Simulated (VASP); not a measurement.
Here is the system:

```
Tl
1.0
    1.73000    -2.99645     0.00000
    1.73000     2.99645     0.00000
    0.00000     0.00000     5.52000
Tl
2
Direct
  0.33333   0.66667   0.25000
  0.66667   0.33333   0.75000
```

Level of theory: PBE GGA, VASP's PBE PAW potentials (set 64) (plane waves; VASP). Settings: 520 eV cut-off, 11×11×6 Γ-centred mesh, first-order Methfessel-Paxton smearing of 0.10 eV, potentials Tl_d.

Energy and stress use the plane-wave basis of the starting cell.

The ions, cell shape and volume are relaxed. Predict the relaxed structure.

```
Tl
1.0
    1.79646    -3.11156     0.00000
    1.79646     3.11156     0.00000
    0.00000     0.00000     5.62608
Tl
2
Cartesian
  1.79646   1.03719   1.40652
  1.79646  -1.03719   4.21956
```
Space group P6_3/mmc (194), at a tolerance of 0.03 Å.

How do energy and volume change from the first to the last step?

The energy (σ→0) changes by -24.4 meV/atom and the volume by +9.9 %, in 7 ionic steps.

```tsv
step	E(σ→0) (eV)	max force (eV/Å)	pressure (GPa)	volume (Å³)
1	-4.4064	0.000	3.08	57.23
2	-4.4533	0.000	0.35	61.91
3	-4.4540	0.000	-0.02	62.72
4	-4.4540	0.000	0.03	62.61
5	-4.4545	0.000	0.00	62.67
6	-4.4553	0.000	0.01	62.83
7	-4.4552	0.000	0.00	62.90
```

The compound is Tl in the hcp structure. This run relaxes it. Symmetry was kept, so distortions that lower it aren't found.
